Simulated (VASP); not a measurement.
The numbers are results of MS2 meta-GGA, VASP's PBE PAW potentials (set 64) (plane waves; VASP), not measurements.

VASP input:

### POSCAR
```
Li2O
1.0
  0.0000000000   2.2703322005   2.2703322005
  2.2703322005   0.0000000000   2.2703322005
  2.2703322005   2.2703322005   0.0000000000
Li O
2 1
Cartesian
  1.1351661002   1.1351661002   1.1351661002
  3.4054983007   3.4054983007   3.4054983007
  0.0000000000   0.0000000000   0.0000000000
```

### KPOINTS
```
kpoints
0
gamma
8 8 8
0 0 0
```

### INCAR
```
LCHARG = .FALSE.
ISMEAR = 0   ! Gaussian
IBRION = 2
ISIF = 3
LWAVE = .FALSE.
EDIFFG = -0.02   ! ionic stop
SIGMA = 0.05
NELM = 100   ! most electronic steps
EDIFF = 1E-6   ! SCF stop (eV)
NSW = 60   ! most ionic steps
LASPH = .TRUE.   ! aspherical one-centre terms
ALGO = Normal
SYSTEM = Li2O
LREAL = .FALSE.   ! projection in real space or not
ENCUT = 520   ! plane-wave cut-off (eV)
LMIXTAU = .TRUE.
PREC = Accurate
METAGGA = MS2
```

POTCAR, in this order: Li_sv O (PBE.64 set). Program: vasp_std.

Problem. Predict the energy per atom (σ→0), band gap (on the k-mesh).

Solution. 
The energy per atom (σ→0) is -6.139 eV/atom and the band gap (on the k-mesh) comes out as 5.37 eV.

**OSZICAR**
```
...
DAV:  21    -0.184171293148E+02   -0.67421E-04   -0.78823E-05   598   0.971E-02    0.192E-02
DAV:  22    -0.184171221943E+02    0.71206E-05   -0.21357E-05   626   0.457E-02    0.988E-03
DAV:  23    -0.184171331214E+02   -0.10927E-04   -0.13296E-05   630   0.328E-02    0.185E-03
DAV:  24    -0.184171297580E+02    0.33635E-05   -0.19418E-06   646   0.142E-02    0.190E-03
DAV:  25    -0.184171358739E+02   -0.61159E-05   -0.81446E-07   604   0.127E-02    0.880E-04
DAV:  26    -0.184171347796E+02    0.10942E-05   -0.20902E-07   424   0.643E-03    0.196E-04
DAV:  27    -0.184171354740E+02   -0.69439E-06   -0.47398E-08   326   0.295E-03
   1 F= -.18417135E+02 E0= -.18417135E+02  d E =-.184171E+02
```

The compound is Li2O in the antifluorite structure. It was relaxed first, which changed the volume by -5 %. The start is the result of an earlier pass.
